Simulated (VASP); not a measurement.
Input:

```
CELL_PARAMETERS angstrom
      2.19954    -3.78120     0.00000
      2.19954     3.78120     0.00000
      0.00000     0.00000     5.96971
ATOMIC_POSITIONS crystal
  Te 0.00000 0.26300 0.66667
  Te 0.73700 0.73700 0.00000
  Te 0.27672 0.01372 0.33333
```

Level of theory: PBE GGA, VASP's PBE PAW potentials (set 64) (plane waves; VASP 6.6.1). Settings: 400 eV cut-off, 5×5×4 Monkhorst-Pack mesh, Gaussian smearing of 0.050 eV, potentials Te.

Give the force on each atom (eV/Å).

| atom | Fx | Fy | Fz |
|---|---|---|---|
| Te1 | 0.283 | 0.416 | 0.021 |
| Te2 | -0.336 | -0.024 | 0.059 |
| Te3 | 0.053 | -0.392 | -0.080 |

Give the stress tensor in GPa (positive for a compressed cell).

```
 2.36   0.20  -0.34
 0.20   2.93   0.37
-0.34   0.37   3.19
```
The pressure is its mean diagonal, 2.82 GPa.

The compound is Te in the trig structure. The cell was not relaxed at this level, atoms are displaced from their ideal sites. The run is one of a series of settings (KPOINTS 5×5×4 Monkhorst-Pack mesh against the base run), some of them coarse on purpose.
